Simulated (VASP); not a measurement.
The input files of a VASP run:

File KPOINTS:
```
Automatic mesh
0
Gamma
 6 6 3
0 0 0
```

### POSCAR
```
ZrSe2
1.0
  1.9220894853  -3.3291568851   0.0000000000
  1.9220894853   3.3291568851   0.0000000000
  0.0000000000   0.0000000000   8.0715777674
Zr Se
1 2
Cartesian
  0.0000000000   0.0000000000   8.0715777674
  1.9220894853   1.1097211811   1.5823322099
  1.9220894853  -1.1097211811   6.4892455575
```

INCAR:
```
! general
SYSTEM  = ZrSe2
PREC    = Accurate
ENCUT   = 520
LREAL   = F
LASPH   = T

! electronic loop
EDIFF   = 1E-6
NELM    = 100
ALGO    = Normal
LMAXMIX = 4

! smearing
ISMEAR  = 0
SIGMA   = 0.05

! functional
GGA     = RP

! ions
IBRION  = 2
NSW     = 60
ISIF    = 3
EDIFFG  = -0.02

! output
LWAVE   = F
LCHARG  = F
```

POTCAR, in this order: Zr_sv Se (PBE.64 set). Program: vasp_std.

Write an equivalent input for Quantum ESPRESSO's pw.x.

One equivalent input (not run):
```
&CONTROL
  calculation = 'vc-relax'
  pseudo_dir = './pseudo'
  outdir = './out'
  tprnfor = .true.
  tstress = .true.
  nstep = 60
  forc_conv_thr = 0.00078
/
&SYSTEM
  ibrav = 0
  nat = 3
  ntyp = 2
  ecutwfc = 86
  occupations = 'smearing'
  smearing = 'gaussian'
  degauss = 0.003675
  input_dft = 'rpbe'
/
&ELECTRONS
  conv_thr = 7.3e-08
  electron_maxstep = 100
/
&IONS
/
&CELL
/
ATOMIC_SPECIES
  Zr 91.224 Zr.upf
  Se 78.971 Se.upf
CELL_PARAMETERS angstrom
     1.9220895   -3.3291569   -0.0000000
     1.9220895    3.3291569    0.0000000
    -0.0000000   -0.0000000    8.0715778
ATOMIC_POSITIONS crystal
  Zr   0.0000000  0.0000000  1.0000000
  Se   0.3333330  0.6666670  0.1960375
  Se   0.6666670  0.3333330  0.8039625
K_POINTS automatic
  6 6 3 0 0 0
```
The two are equivalent in intent, not identical: the potentials are each code's own (VASP's PAW set, PseudoDojo norm-conserving files in pw.x), so ENCUT and ecutwfc are chosen apart and not converted; conv_thr bounds pw.x's estimated SCF error, while EDIFF bounds the energy change between steps; forc_conv_thr acts on force components and is met together with etot_conv_thr.

The compound is ZrSe2 in the 1T layered structure. It was relaxed first, which changed the volume by +37 %. The start is the result of an earlier pass.
